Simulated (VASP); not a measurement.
Wanted: the native input for a VASP 6.6.1 run.

```
Task                   : single point
Functional             : LDA
Potentials or basis    : VASP PAW LDA potentials, release 64 (Sn_d)
Cutoff                 : 520 eV
k mesh                 : 20 × 20 × 20
Occupations            : fermi-dirac, width 0.1 eV
Spin                   : no spin polarisation
Dipole correction      : no
Further INCAR settings : ALGO = Normal; EDIFF = 1e-06; NBANDS = 13
```

The structure of Sn lies in POSCAR:

```
Sn
1.0
   -1.8521954803      1.8521954803      1.8521954803
    1.8521954803     -1.8521954803      1.8521954803
    1.8521954803      1.8521954803     -1.8521954803
Sn
1
Direct
    0.0000000000      0.0000000000      0.0000000000
```

This isn't the form of Sn at room conditions, which is tetragonal (white tin).

These files were run (other wordings do the same):

INCAR

```
SYSTEM = Sn
  ALGO = Normal
  EDIFF = 1E-6
  ENCUT = 520
  GGA = CA
  ISIF = 2
  ISMEAR = -1
  LASPH = .TRUE.
  LCHARG = .TRUE.
  LELF = .TRUE.
  LREAL = .FALSE.
  LVHAR = .TRUE.
  LWAVE = .FALSE.
  NBANDS = 13
  NELM = 60
  PREC = Accurate
  SIGMA = 0.1
```

KPOINTS

```
k-points
0
G
  20 20 20
  0 0 0
```

Potentials or basis: VASP PAW LDA potentials, release 64 (Sn_d).

Command:

```sh
$ cat potpaw_LDA.64/Sn_d/POTCAR > POTCAR
$ mpirun -np 1 vasp_std > vasp.out
```

Results of the run:

```json
{
 "Pressure": "0.0 GPa",
 "Band gap on the k mesh": "none (metal or under the smearing width)"
}
```

Wall time 64 s on 1 thread of AMD EPYC 7R43 64-Core Processor (Zen 3), with other jobs on the host, peak memory 0.15 GiB.
